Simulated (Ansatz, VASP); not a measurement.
## GaCuSbI: VASP beside Ansatz

Wanted: the spread between two codes on one cell, functional and k mesh. The cell is generated by rule, not measured, and may not be a known phase. The cell is taken from a series of runs on this material, whose earlier steps may have relaxed, scaled, displaced or heated it; both programs get it as it stands.

Main program and level: Ansatz 0.2.0; plane waves, with VASP 6.6.1 beside it; relaxation of cell and atoms at PBEsol.

The structure was built from a prototype and need not be the compound's stable phase.

## 1. The starting structure

It takes space group Pmm2 (No. 25, orthorhombic). Conventional cell: a = 4.316 Å, b = 4.318 Å, c = 12.138 Å, α = 90.00°, β = 90.00°, γ = 90.00°. Nearest to Cu lie 2 Sb at 2.51 Å and 2 I at 2.68 Å. Nearest to Cu lie 4 I at 2.56 to 2.61 Å. Nearest to Ga lie 2 Sb at 2.61 Å and 2 I at 2.84 Å. Nearest to Ga lie 4 Sb at 2.62 to 2.69 Å. I has 4 Cu at 2.56 to 2.68 Å nearest. Nearest to I lie 2 Cu at 2.61 Å and 2 Ga at 2.84 Å. Farther neighbours and most contacts between anions are not listed.

## 2. Ansatz: relaxation of cell and atoms, PBEsol

Ansatz runs on its default PAW (the set named soft_2) files.

The relaxed volume is the usual yardstick between codes: in a stiff, nearly cubic crystal its relative difference is about their pressure difference at one cell divided by the bulk modulus.

Contents of input.yaml:

```yaml
crystal:
  lattice:
    - [3.052121873, 3.052121873, 0.0]
    - [-3.0533412051, 3.0533412051, 0.0]
    - [0.0, 0.0, 12.1383801279]
  atoms:
    - { symbol: Cu, position: [0.0, 0.0, 0.4915400284] }
    - { symbol: Cu, position: [0.5, 0.5, 0.7367213393] }
    - { symbol: Ga, position: [0.0, 0.0, 0.0101486412] }
    - { symbol: Ga, position: [0.5, 0.5, 0.2636429271] }
    - { symbol: I, position: [0.5, 0.0, 0.622780202] }
    - { symbol: I, position: [0.0, 0.5, 0.8579270452] }
    - { symbol: Sb, position: [0.5, 0.0, 0.1317248077] }
    - { symbol: Sb, position: [0.0, 0.5, 0.3855150091] }
kpoints:
  mp_grid: { grid: [8, 8, 4] }
hamiltonian:
  xc: pbesol
scf:
  occupations: { method: gaussian, width: 0.1 }
output:
  forces: true
  stress: true
  eigenvalues: true
relax:
  adjacent_minimum: "off"
  f_tol: 0.005
  max_steps: 80
  cell: { stress_tol: 0.05 }
```

Run with:

```sh
> ansatz run input.yaml --threads 8 --pin off --max-ram 14336MiB --backend cpu --events-out ev --progress --plain --runs-dir out
```

Numbers of over 12 decimals in the logs are rounded to 6 here.

Log:

```text
Engine: ansatz 0.2.0, x86_64-unknown-linux-gnu
Pseudopotentials: kind: paw
Pseudopotential: Cu, paw, valence charge 19, recommended cutoff 420 eV (normal), Cu.paw.azcp
Pseudopotential: Ga, paw, valence charge 13, recommended cutoff 420 eV (normal), Ga.paw.azcp
Pseudopotential: I, paw, valence charge 17, recommended cutoff 420 eV (normal), I.paw.azcp
Pseudopotential: Sb, paw, valence charge 15, recommended cutoff 420 eV (normal), Sb.paw.azcp
Functional definition: PBEsol
  exchange = pbesol_x
  correlation = pbesol_c
Crystal: 8 atoms, lattice volume = 226.239 Å³
Basis set: ecut = 420 eV, 4393 PW (Γ), exchange–correlation on 60×60×180 points (8 copies of the dense FFT grid, shifted against one another)
Bands: 77, of which v1, the nominal top of the filled ones, is band 64 counted from 1 (63 counted from 0)
Symmetry: 4 space group operations
Space group: Pmm2 (ITA 25), of the structure as read, at distance tolerance 6.1e-5 Å
k-points: 75 of 256 (time reversal used)
Non-local potential: Cu, projectors of the file, l = 0: 3, l = 1: 2, l = 2: 3, l = 3: 1
Non-local potential: Ga, projectors of the file, l = 0: 2, l = 1: 2, l = 2: 3, l = 3: 1
Non-local potential: I, projectors of the file, l = 0: 2, l = 1: 2, l = 2: 2, l = 3: 2
Non-local potential: Sb, projectors of the file, l = 0: 2, l = 1: 2, l = 2: 2, l = 3: 2
PAW form: soft (Blöchl's): semilocal exchange-correlation on the pseudo side does not see the compensation charge
PAW frozen core: Cu, regenerated for the run's functional, and the local potential with it (the file was generated under x = pbe(κ = 0.804, μ = 0.219515), c = pbe(β = 0.066725))
PAW frozen core: Ga, regenerated for the run's functional, and the local potential with it (the file was generated under x = pbe(κ = 0.804, μ = 0.219515), c = pbe(β = 0.066725))
PAW frozen core: I, regenerated for the run's functional, and the local potential with it (the file was generated under x = pbe(κ = 0.804, μ = 0.219515), c = pbe(β = 0.066725))
PAW frozen core: Sb, regenerated for the run's functional, and the local potential with it (the file was generated under x = pbe(κ = 0.804, μ = 0.219515), c = pbe(β = 0.066725))
PAW one-centre angular grid: Cu, 590 points (default); XC on 64 Gauss nodes
PAW one-centre angular grid: Ga, 590 points (default); XC on 64 Gauss nodes
PAW one-centre angular grid: I, 590 points (default); XC on 64 Gauss nodes
PAW one-centre angular grid: Sb, 590 points (default); XC on 64 Gauss nodes
Initial density: superposition of atomic densities (neutral atoms: chi_scale 0, normalization atom), corrected by the library's trained network
Initial wavefunctions: pseudopotential atomic-orbital guess
Functional: x = pbesol(κ = 0.804, μ = 0.123457), c = pbesol(β = 0.046)
SCF iter   1: F=—  HF=-48344.612623 eV  |F-HF|=—  |Δ(HF+E_count)|=         —  Δρ=5.89e-3  dr2=1.08e-1  ethr=1.77e-3  ⟨swp⟩=6.9  Hψ=23081  notcnv=0  defer=78
preconditioner: auto → LDOS  [metal: Δε(μ)=0.011 eV  Ē_g=11.089 eV  σ=0.100 eV  W_gap=0.06  n_scr=56 (ndim 8)  ℏωp=20.9 eV  f_vac=0.125  D(μ)=1.71/eV (n_scr^D=4)  β→1.0]
SCF iter   2: F=—  HF=-48344.672507 eV  |F-HF|=—  |Δ(HF+E_count)|=   5.99e-2  Δρ=1.50e-2  dr2=3.29e-1  ethr=8.44e-5  ⟨swp⟩=2.0  Hψ=12030  notcnv=0  defer=421
SCF iter   3: F=—  HF=-48344.603914 eV  |F-HF|=—  |Δ(HF+E_count)|=   6.86e-2  Δρ=6.53e-3  dr2=6.92e-2  ethr=8.44e-5  ⟨swp⟩=2.2  Hψ=10736  notcnv=0  defer=421
SCF iter   4: F=—  HF=-48344.590398 eV  |F-HF|=—  |Δ(HF+E_count)|=   1.35e-2  Δρ=1.18e-3  dr2=2.01e-3  ethr=5.41e-5  ⟨swp⟩=2.0  Hψ=7715  notcnv=0  defer=140
SCF iter   5: F=—  HF=-48344.590084 eV  |F-HF|=—  |Δ(HF+E_count)|=   3.15e-4  Δρ=5.69e-4  dr2=4.72e-4  ethr=1.57e-6  ⟨swp⟩=2.0  Hψ=10082  notcnv=0  defer=140
SCF iter   6: F=—  HF=-48344.589991 eV  |F-HF|=—  |Δ(HF+E_count)|=   9.30e-5  Δρ=1.24e-4  dr2=2.92e-5  ethr=3.69e-7  ⟨swp⟩=2.0  Hψ=10002  notcnv=0  defer=140
SCF iter   7: F=—  HF=-48344.590006 eV  |F-HF|=—  |Δ(HF+E_count)|=   1.56e-5  Δρ=2.88e-5  dr2=2.39e-6  ethr=2.28e-8  ⟨swp⟩=2.0  Hψ=8074  notcnv=0  defer=140
SCF iter   8: F=—  HF=-48344.590008 eV  |F-HF|=—  |Δ(HF+E_count)|=   1.24e-6  Δρ=1.28e-5  dr2=3.74e-7  ethr=1.86e-9  ⟨swp⟩=2.0  Hψ=7729  notcnv=0  defer=140
SCF iter   9: F=-48344.590008 eV  HF=-48344.590008 eV  |F-HF|=2.51e-8  |Δ(HF+E_count)|=   1.78e-7  Δρ=4.86e-6  dr2=7.01e-8  ethr=7.81e-11  ⟨swp⟩=12.7  Hψ=29108  notcnv=0
SCF 1 converged in 9 iterations: F = -48344.590008 eV  dr2 = 7.01e-8
  greatest PAW one-centre occupation: 1.000 electrons in one spin orbital (limit 2), on the Cu atom at site 1 (counted from 0), in its partial waves of l = 0
relax step   1: F+E_penalty+E_count = -48344.59000779 eV  Δ(F+E_penalty+E_count) = +0.000e0 eV  max|allowed force component| = 3.554e-2 eV/Å  Δτ_max = 0.0000 Å  P = -0.021 GPa  Ω = 226.239 Å³  (9 SCF iters, dr2 threshold 1.00e-7 eV, accepted)
[...]
relax step   5: F+E_penalty+E_count = -48344.59267479 eV  Δ(F+E_penalty+E_count) = -4.559e-5 eV  max|allowed force component| = 1.483e-3 eV/Å  Δτ_max = 0.0020 Å  P = -0.001 GPa  Ω = 226.048 Å³  energy of the carried Pulay correction = +4.524e-5 eV  (6 SCF iters, dr2 threshold 1.69e-8 eV, accepted)
[...]
relax step   6: F+E_penalty+E_count = -48344.59263114 eV  Δ(F+E_penalty+E_count) = +4.365e-5 eV  max|allowed force component| = 1.451e-3 eV/Å  Δτ_max = 0.0000 Å  P = -0.001 GPa  Ω = 226.048 Å³  stress off target by 2.08e-3 GPa  SCF on the basis re-selected at this cell (its energy is not comparable with the rows above)  (8 SCF iters)
basis re-selected at this cell: Δ(F+E_penalty+E_count) = +4.365e-5 eV, ΔP = +0.000 GPa vs the last step (what re-selecting the basis moved, of the pressure what is left beyond the Pulay correction that the steps carried, after the strain that the cell walked since its last selection, with what the two solves' SCF thresholds leave and, on support functions, any second-order correction that the steps lacked; it is no measure of the basis error at this ecutwfc). The dense FFT grid was sized anew with the basis: this SCF ran on 30×30×81 points, the steps before it on 30×30×90, so part of this shift can come from that change (see relax.cell in the input reference). [rest of the remark cut]
SCF converged after 8 iterations
Free energy (F): -48344.592631 eV
Harris-Foulkes:  -48344.592631 eV  (|F-HF|=4.37e-11)
Internal energy: -48344.585118 eV  (E = F + TS)
E sigma→0 (E₀):  -48344.588875 eV
Entropy (-TS):   -0.007513 eV (-0.939 meV/atom)
Fermi energy:    8.356616 eV
--- Per-component energies (eV) ---
  E_band       = -2287.908707
  E_kinetic    = 1626.299338
  E_local      = -24234.142174  (includes V_loc(G=0)·N_el)
  E_nonlocal   = 2204.539504
  E_hartree    = 11240.519651
  E_xc         = -840.375440
  E_vxc        = -791.692140  (∫ρ·V_xc dr)
  E_paw        = -25640.370471  (= ΣΔE_a)
  E_vpaw       = -3573.952203  (= ΣTr[D̂ρ^β])
  E_aug_tail   = 0.000319  (compensation charges beyond the density's cutoff)
  E_ewald      = -12704.682202
  E_core_change = 3.626358  (= ΣΔE_core)
  E_smearing   = -0.007513  (= −TS)
  E_closure    = 0.000000  (closes the sum)
  Σ components = -48344.592631   (vs F -48344.592631, Δ=0.00e0)
--- Forces (eV/Å), atoms counted from 1 ---
  atom   1  Cu    -0.00000000     0.00000000     0.00029839
  atom   2  Cu     0.00000000     0.00000000    -0.00055751
  atom   3  Ga    -0.00000000     0.00000000     0.00046435
  atom   4  Ga    -0.00000000    -0.00000000    -0.00145084
  atom   5  I      0.00000000     0.00000000     0.00101095
  atom   6  I     -0.00000000    -0.00000000    -0.00078343
  atom   7  Sb    -0.00000000    -0.00000000     0.00119685
  atom   8  Sb     0.00000000    -0.00000000    -0.00017781
  max |Σ_I F_I| component: 9.56e-7 eV/Å
--- Stress (GPa, compression-positive) ---
       -0.000832       0.001250      -0.000000
        0.001250      -0.000832      -0.000000
       -0.000000      -0.000000      -0.000053
  P = ⅓ Tr σ = -0.0006 GPa (-0.006 kbar)
--- Band table (eV; the first three rows and the last of 75) ---
  k-point 0: bands = [... 60 lower, 6.5216, 7.4370, 7.7545, 8.1420, 8.5770, 8.9511, 9.2556, 10.0789, ... 9 higher]
  k-point 1: bands = [... 60 lower, 6.7651, 7.0937, 7.6623, 8.4459, 8.4915, 8.9598, 9.3090, 10.0123, ... 9 higher]
  k-point 2: bands = [... 60 lower, 6.7495, 6.9460, 7.5427, 8.4077, 8.6329, 8.9742, 9.4484, 9.9455, ... 9 higher]
  k-point 74: bands = [... 60 lower, 6.0804, 6.1721, 6.1934, 6.5016, 8.6385, 9.2878, 10.0847, 10.1060, ... 9 higher]
--- Relaxed structure (5 steps of the walk, 5 accepted, 1 SCFs on fresh bases) ---
  F+E_penalty+E_count = -48344.59263114 eV   max|allowed force component| = 1.451e-3 eV/Å   (the final SCF, on the basis selected at the relaxed cell)
  cell:  # Å, volume = 226.0484 Å³
    - [3.043229, 3.043229, 0]
    - [-3.077256, 3.077256, 0]
    - [0, 0, 12.069053]
  atoms:
    - { symbol: Cu, position: [0, 0, 0.490398] }
    - { symbol: Cu, position: [0.5, 0.5, 0.735863] }
    - { symbol: Ga, position: [0, 0, 0.00946617] }
    - { symbol: Ga, position: [0.5, 0.5, 0.263537] }
    - { symbol: I, position: [0.5, 0, 0.623397] }
    - { symbol: I, position: [0, 0.5, 0.859344] }
    - { symbol: Sb, position: [0.5, 0, 0.131620] }
    - { symbol: Sb, position: [0, 0.5, 0.386375] }
```

The column dr2 measures how far the density is from self-consistency, as an energy; F and HF (Harris–Foulkes) agree once it is small.

(Continued in part 2 of 2.)

[Lines on the potential files, build, host, timing and source positions are cut from VASP's logs without a mark.]

[Logs are printed without paths, hosts, clocks, repeated set-up lines and the standing remarks that a program may print on its own settings, such as how far it seeks lower states.]

[Hosts, paths, dates, database ids (printed as entryN), source tags and the programs' standing remarks are cut or masked in the printed files.]
